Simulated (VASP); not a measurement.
Data:

```xyz
2
Lattice="4.1689 -2.2806 -0.0024 4.1689 2.2806 -0.0024 2.9234 0.0000 3.7462" Properties=species:S:1:pos:R:3 pbc="T T T"
Bi     2.6511     0.0000     0.8808
Bi     8.6100     0.0000     2.8606
```

Level of theory: rev-vdW-DF2, VASP's PBE PAW potentials (set 64) (plane waves; VASP 6.6.1). Settings: 520 eV cut-off, Gaussian smearing of 0.050 eV, potentials Bi_d.

Question: Give the energies of bands 13 to 18 at the high-symmetry points, in eV from the Fermi level.

Answer: 
```csv
band,Γ,T,H2,L,S0,F
13,-1.42,-0.80,-3.93,-1.18,-4.22,-4.55
14,-1.12,-0.47,-3.86,-1.00,-2.38,-2.92
15,-1.12,-0.47,-0.32,-0.21,-2.36,-2.77
16,2.63,0.69,0.77,-0.18,2.96,2.57
17,2.98,0.69,5.08,0.52,3.09,4.87
18,2.98,0.71,5.09,0.98,4.85,5.34
```

It has no gap at this level: it comes out as a metal or semimetal.

The compound is Bi in the a7 structure. It was relaxed first.
